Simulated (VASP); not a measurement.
Here is the system:

```
CELL_PARAMETERS angstrom
      6.42132     0.00000     0.00000
     -3.21066     5.56103     0.00000
      0.00000     0.00000    14.90498
ATOMIC_POSITIONS crystal
  Sc 0.00000 0.00000 0.25000
  Sc 0.00000 0.00000 0.75000
  Ag 0.33333 0.66667 0.75000
  Ag 0.66667 0.33333 0.25000
  P  0.66667 0.33333 0.67575
  P  0.33333 0.66667 0.32425
  P  0.66667 0.33333 0.82425
  P  0.33333 0.66667 0.17575
  Se 0.67141 0.69545 0.13307
  Se 0.32859 0.30455 0.86693
  Se 0.30455 0.97596 0.13307
  Se 0.69545 0.02404 0.86693
  Se 0.02404 0.32859 0.13307
  Se 0.97596 0.67141 0.86693
  Se 0.30455 0.32859 0.36693
  Se 0.69545 0.67141 0.63307
  Se 0.02404 0.69545 0.36693
  Se 0.97596 0.30455 0.63307
  Se 0.67141 0.97596 0.36693
  Se 0.32859 0.02404 0.63307
```

These are PBEsol GGA, VASP's PBE PAW potentials (set 64) (plane waves; VASP) values and carry that method's errors. Numerical set-up: LREAL = Auto, 240 eV cut-off, 2×2×2 Γ-centred mesh, Gaussian smearing of 0.27 eV, potentials Sc_sv Ag P Se.

At this cut-off the stress carries a Pulay error, which pulls relaxed volumes low.  Energy and stress use the plane-wave basis of the starting cell.

Task: The ions, cell shape and volume are relaxed. Give the cell that the relaxation ends in.

Result: 
```
CELL_PARAMETERS angstrom
      6.38915     0.00000     0.00000
     -3.19457     5.53317     0.00000
      0.00000     0.00000    13.28272
ATOMIC_POSITIONS crystal
  Sc 0.00000 0.00000 0.25000
  Sc 0.00000 0.00000 0.75000
  Ag 0.33333 0.66667 0.75000
  Ag 0.66667 0.33333 0.25000
  P  0.66667 0.33333 0.66580
  P  0.33333 0.66667 0.33420
  P  0.66667 0.33333 0.83420
  P  0.33333 0.66667 0.16580
  Se 0.67216 0.68532 0.11758
  Se 0.32784 0.31468 0.88242
  Se 0.31468 0.98684 0.11758
  Se 0.68532 0.01316 0.88242
  Se 0.01316 0.32784 0.11758
  Se 0.98684 0.67216 0.88242
  Se 0.31468 0.32784 0.38242
  Se 0.68532 0.67216 0.61758
  Se 0.01316 0.68532 0.38242
  Se 0.98684 0.31468 0.61758
  Se 0.67216 0.98684 0.38242
  Se 0.32784 0.01316 0.61758
```
Space group P-31c (163), at a tolerance of 0.03 Å.

Task: How do energy and volume change from the first to the last step?

Result: The energy (σ→0) changes by -20.7 meV/atom and the volume by -11.8 %, in 24 ionic steps.

```
step  E(σ→0) (eV)  max force (eV/Å)  pressure (GPa)  volume (Å³)
----  -----------  ----------------  --------------  -----------
1        -98.4317             0.416            0.19       532.24
2        -98.4820             0.345           -0.92       534.68
3        -98.4826             0.305           -0.82       534.44
4        -98.5376             0.235           -0.51       527.97
5        -98.5920             0.268            0.31       512.32
6        -98.6330             0.190           -0.07       510.63
7        -98.6490             0.173           -0.55       508.39
8        -98.6811             0.095           -0.18       502.29
9        -98.6983             0.120            0.37       494.05
10       -98.7302             0.251           -0.06       492.61
11       -98.7371             0.422           -0.37       491.45
12       -98.7615             0.297           -0.30       488.53
13       -98.7898             0.160           -0.06       480.18
14       -98.8030             0.143           -0.05       478.72
15       -98.8305             0.133            0.01       474.38
16       -98.8292             0.271            0.18       465.76
17       -98.8392             0.202            0.09       470.20
18       -98.8347             0.261           -0.37       469.57
19       -98.8442             0.029           -0.12       469.94
20       -98.8443             0.033            0.15       468.23
21       -98.8447             0.016            0.03       469.03
22       -98.8449             0.010            0.02       469.17
23       -98.8450             0.016            0.01       469.33
24       -98.8452             0.008            0.00       469.57
```

The structure comes from a computed database's AgScP2Se6 entry; how it stands against other phases isn't given here. This run relaxes it. Symmetry was kept, so distortions that lower it aren't found. The k-mesh is coarse (spacing up to 0.57 per Å, 2π included), so the numbers may not be converged in it. The run is one of a series of settings (EDIFFG = -0.01, ENCUT = 240, IBRION = 2, ISIF = 3, ISMEAR = 0, NSW = 50, SIGMA = 0.272, KPOINTS 2×2×2 Γ-centred mesh against the base run), some of them coarse on purpose.
